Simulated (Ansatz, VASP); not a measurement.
# Ge (ladder Ge chain): VASP beside Ansatz, part 2 of 2

Aim: how closely do two programs agree when they are given the same cell, functional and k mesh? The structure shown is the start of the Ansatz relaxation below; VASP solves that cell, so the two are compared at the walk's first step.

VASP 6.6.1 and Ansatz 0.2.0.

So far. Step 4 (Differences): The forces differ by 6.7 meV/Å r.m.s., which is 0.3 % of the r.m.s. force of 2.195 eV/Å (both taken over all components).

**6. VASP: single point, RPBE, start cell**

Level of this step: RPBE, zero-moment start; plane waves and PAW (Ge_d) (VASP).

The same cell, functional, mesh and smearing now go to VASP, with its own data sets.

The input, INCAR:

```
SYSTEM = Ge
PREC = Accurate
ENCUT = 410
EDIFF = 1E-06
NELM = 200
ISMEAR = -1
SIGMA = 0.05
LREAL = .FALSE.
ALGO = Normal
GGA = RP
NBANDS = 21
ISPIN = 2
MAGMOM = -0 -0
LORBIT = 11
LWAVE = .FALSE.
LCHARG = .FALSE.
ISIF = 2
LASPH = .TRUE.
GGA_COMPAT = .FALSE.
KPAR = 2
```

The input, POSCAR:

```
Ge
1.0
    9.0000000000      0.0000000000      0.0000000000
    0.0000000000      7.5000000000      0.0000000000
    0.0000000000      0.0000000000      2.3484000000
Ge
2
Direct
    0.3885333333      0.5000000000      0.0000000000
    0.6114666667      0.5000000000      0.5000000000
```

The input, KPOINTS:

```
Automatic mesh
0
Gamma
1 1 35
0 0 0
```

The projector-augmented-wave data sets are Ge_d (PBE family, release 64).

Command:

```console
$ mpirun -np 2 vasp_std
```

Numbers of over 12 decimals in the logs are rounded to 6 here.

The log of the run:

```text
[banner, memory and clock lines left out]
running    2 mpi-ranks, on    1 nodes
[...]
|                                                                             |
|               ----> ADVICE to this user running VASP <----                  |
|                                                                             |
|     You enforced a specific xc type in the INCAR file but a different       |
|     [... a line on the potential file left out ...]
|     I HOPE YOU KNOW WHAT YOU ARE DOING!                                     |
|                                                                             |

 LDA part: xc-table for (Slater+PW92), standard interpolation
 POSCAR, INCAR and KPOINTS ok, starting setup
[...]
entering main loop
       N       E                     dE             d eps       ncg     rms          rms(c)
DAV:   1     0.196701592433E+03    0.19670E+03   -0.13834E+04  1683   0.185E+03
DAV:   2     0.232755419253E+02   -0.17343E+03   -0.16743E+03  1629   0.463E+02
DAV:   3    -0.471798314024E+01   -0.27994E+02   -0.27841E+02  1822   0.142E+02
DAV:   4    -0.600104023949E+01   -0.12831E+01   -0.12774E+01  1661   0.343E+01
[...]
DAV:  17    -0.563476564538E+01   -0.11348E-04   -0.10254E-05  1259   0.137E-02    0.813E-04
DAV:  18    -0.563476399610E+01    0.16493E-05   -0.92101E-06  1274   0.128E-02    0.412E-04
DAV:  19    -0.563476430054E+01   -0.30445E-06   -0.50601E-06  1254   0.903E-03
   1 F= -.56347643E+01 E0= -.56263641E+01  d E =-.168003E-01  mag=     0.0000
```

OUTCAR, selected parts (step 6):

```text
  Total        7.6530823      0.0836679     11.9706927      0.0000000      0.0000000      0.0000000
  in kB       77.3519244      0.8456560    120.9912659      0.0000000      0.0000000      0.0000000
  external PRESSURE =      66.3962821 kB  Pullay stress =       0.0000000 kB

 POSITION                                       TOTAL-FORCE (eV/Angst)
 -----------------------------------------------------------------------------------
      3.49680      3.75000      0.00000        -3.979327      0.000000      0.000000
      5.50320      3.75000      1.17420         3.979327      0.000000      0.000000
 -----------------------------------------------------------------------------------
    total drift:                                0.000000      0.000000     -0.000000

  FREE ENERGIE OF THE ION-ELECTRON SYSTEM (eV)
  ---------------------------------------------------
  free  energy   TOTEN  =        -5.6347643005 eV

  energy  without entropy=       -5.6179639567  energy(sigma->0) =       -5.62636413

 magnetization (x)
# of ion       s       p       d       tot
------------------------------------------
    1        0.000  -0.000   0.000  -0.000
    2        0.000  -0.000   0.000  -0.000
--------------------------------------------------
tot          0.000  -0.000   0.000  -0.000

[... 1 part as in an earlier step ...]

[... 2 further parts left out ...]
[key lines of the parts left out:]
E-fermi :  -1.3919
```

**7. Comparison**

What differs besides the data sets and the points named for the pairs above, as far as they apply: Ansatz makes its cores anew for this functional, VASP keeps those of its PBE data sets. Total energies have different zeros and are not compared.

Forces (eV/Å; atoms numbered as in POSCAR):

```
atom        Ansatz x, y, z          VASP x, y, z
 Ge1  -3.975, 0.000, 0.000  -3.979, 0.000, 0.000
 Ge2   3.975, 0.000, 0.000   3.979, 0.000, 0.000
```

The forces differ by 2.3 meV/Å r.m.s., which is 0.1 % of the r.m.s. force of 2.297 eV/Å (both taken over all components). Moments aren't recorded for both runs of this pair, so they may hold unlike magnetic states.

**8. Ansatz: relaxation, PBEsol**

The two programs are compared at the cell with which this relaxation starts, whose forces are those of its first step.

The structure compared here is the start of the Ansatz relaxation; VASP solves that cell, so the two are compared at the walk's first step.

The input, input.yaml:

```yaml
crystal:
  lattice:
    - [9.0, 0.0, 0.0]
    - [0.0, 7.5, 0.0]
    - [0.0, 0.0, 2.3484]
  atoms:
    - { symbol: Ge, position: [0.388533333, 0.5, 0.0], spin: 0.3 }
    - { symbol: Ge, position: [0.611466667, 0.5, 0.5], spin: 0.3 }
magnetization:
  spin_polarized: true
kpoints:
  mp_grid: { grid: [1, 1, 35] }
scf:
  occupations: { method: fermi_dirac, width: 0.05 }
hamiltonian:
  xc: pbesol
relax:
  cell: { fix: [a, b, alpha, beta, gamma] }
  max_steps: 60
```

Command:

```console
$ ansatz run input.yaml --threads 4 --pin off --max-ram 8192MiB --backend cpu --events-out ev --progress --plain --runs-dir out
```

The log of the run:

```text
[...]
Crystal: 2 atoms, lattice volume = 158.517 Å³
Basis set: ecut = 420 eV, 3069 PW (Γ), exchange–correlation on 128×108×32 points (8 copies of the dense FFT grid, shifted against one another)
Bands: 19, of which v1, the nominal top of the filled ones, is band 14 counted from 1 (13 counted from 0)
Symmetry: 8 space group operations
[...]
0.000000       0.190702       0.000000
       -0.000000       0.000000      -0.000643
  P = ⅓ Tr σ = -0.0389 GPa (-0.389 kbar)
--- Relaxed structure (8 steps of the walk, 8 accepted, 2 SCFs on fresh bases) ---
[...]
cell:  # Å, volume = 178.9321 Å³
    - [9.0, 0, 0]
    - [0, 7.5, 0]
    - [0, 0, 2.650846]
  atoms:
    - { symbol: Ge, position: [0.377114, 0.5, 0] }
    - { symbol: Ge, position: [0.622886, 0.5, 0.5] }
[key lines of the parts left out:]
SCF converged after 13 iterations
Magnetization: -0.0000 μB (14.0000 up, 14.0000 down)
Free energy (F): -8504.977513 eV
Fermi energy:    -1.183495 eV
```

**9. VASP: single point, PBEsol, start cell**

The same cell, functional, mesh and smearing now go to VASP, with its own data sets.

Changes to INCAR since step 6:

```diff
@@ -9,3 +9,3 @@
 ALGO = Normal
-GGA = RP
+GGA = PS
 NBANDS = 21
```

POSCAR is that of step 6.

KPOINTS is that of step 6.

Command:

```console
$ mpirun -np 2 vasp_std
```

The log of the run:

```text
[banner, memory and clock lines left out]
running    2 mpi-ranks, on    1 nodes
[...]
[... a notice as in an earlier step ...]

 LDA part: xc-table for (Slater+PW92), standard interpolation
 POSCAR, INCAR and KPOINTS ok, starting setup
[...]
entering main loop
       N       E                     dE             d eps       ncg     rms          rms(c)
DAV:   1     0.196625148090E+03    0.19663E+03   -0.13839E+04  1678   0.185E+03
DAV:   2     0.223569778288E+02   -0.17427E+03   -0.16839E+03  1624   0.463E+02
DAV:   3    -0.613527162078E+01   -0.28492E+02   -0.28307E+02  1862   0.143E+02
DAV:   4    -0.741138425862E+01   -0.12761E+01   -0.12723E+01  1694   0.344E+01
[...]
DAV:  16    -0.698708085241E+01   -0.73168E-05   -0.67976E-07  1328   0.701E-03    0.147E-03
DAV:  17    -0.698709329807E+01   -0.12446E-04   -0.17054E-06  1223   0.682E-03    0.114E-03
DAV:  18    -0.698709374722E+01   -0.44915E-06   -0.10379E-07  1159   0.365E-03
   1 F= -.69870937E+01 E0= -.69787038E+01  d E =-.167798E-01  mag=     0.0000
```

OUTCAR, selected parts (step 9):

```text
  Total        6.6452752      0.0639611      9.9220993      0.0000000      0.0000000      0.0000000
  in kB       67.1657249      0.6464739    100.2855377      0.0000000      0.0000000      0.0000000
  external PRESSURE =      56.0325789 kB  Pullay stress =       0.0000000 kB

 POSITION                                       TOTAL-FORCE (eV/Angst)
 -----------------------------------------------------------------------------------
      3.49680      3.75000      0.00000        -3.471273      0.000000      0.000000
      5.50320      3.75000      1.17420         3.471273      0.000000      0.000000
 -----------------------------------------------------------------------------------
    total drift:                                0.000000      0.000000     -0.000000

  FREE ENERGIE OF THE ION-ELECTRON SYSTEM (eV)
  ---------------------------------------------------
  free  energy   TOTEN  =        -6.9870937472 eV

  energy  without entropy=       -6.9703139527  energy(sigma->0) =       -6.97870385

 magnetization (x)
# of ion       s       p       d       tot
------------------------------------------
    1       -0.000   0.000   0.000   0.000
    2       -0.000   0.000   0.000   0.000
--------------------------------------------------
tot         -0.000   0.000   0.000   0.000

[... 2 parts as in an earlier step ...]

[... 1 further part left out ...]
[key lines of the parts left out:]
E-fermi :  -1.5622
```

**10. Differences**

Forces (eV/Å; atoms numbered as in POSCAR):

```csv
atom,"Ansatz x, y, z","VASP x, y, z"
Ge1,"-3.461, 0.000, 0.000","-3.471, 0.000, 0.000"
Ge2,"3.461, 0.000, 0.000","3.471, 0.000, 0.000"
```

The forces differ by 6.1 meV/Å r.m.s., which is 0.3 % of the r.m.s. force of 2.004 eV/Å (both taken over all components). Moments aren't recorded for both runs of this pair, so they may hold unlike magnetic states.

**11. Outcome**

| Property | Result |
| --- | --- |
| r.m.s. force difference (single point, PBE, start cell) | 0.31 % of the r.m.s. force |
| r.m.s. force difference (single point, RPBE, start cell) | 0.099 % of the r.m.s. force |
| r.m.s. force difference (single point, PBEsol, start cell) | 0.30 % of the r.m.s. force |

What this shows: The r.m.s. force difference is 0.31 % of the r.m.s. force (single point, PBE, start cell), within the 3 % picked in this series as the mark of a large difference. 7 further runs of this series are not shown here. How closely two codes agree says nothing of how well the functional describes the real material.

[Lines on the potential files, build, host, timing and source positions are cut from VASP's logs without a mark.]

[Logs are printed without paths, hosts, clocks, repeated set-up lines and the standing remarks that a program may print on its own settings, such as how far it seeks lower states.]

[Hosts, paths, dates, database ids (printed as entryN), source tags and the programs' standing remarks are cut or masked in the printed files.]
